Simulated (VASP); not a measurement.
Given:

```
CELL_PARAMETERS angstrom
      0.00000     1.98635     1.98635
      1.98635     0.00000     1.98635
      1.98635     1.98635     0.00000
ATOMIC_POSITIONS crystal
  Li 0.00000 0.00000 0.00000
  F  0.50000 0.50000 0.50000
```

These are PBE0 hybrid, VASP's PBE PAW potentials (set 64) (plane waves; VASP) values and carry that method's errors. Numerical set-up: 520 eV cut-off, 8×8×8 Γ-centred mesh, Gaussian smearing of 0.050 eV, potentials Li_sv F.

**Question.** Give the stress tensor in GPa (positive for a compressed cell).

**Answer.** 
```
1.99  0.00  0.00
0.00  1.99  0.00
0.00  0.00  1.99
```
The pressure is its mean diagonal, 1.99 GPa.

The compound is LiF in the rock salt structure. This cell is one point of a volume scan, at 0.94 of the reference volume. The cell's shape comes from a PBE relaxation.
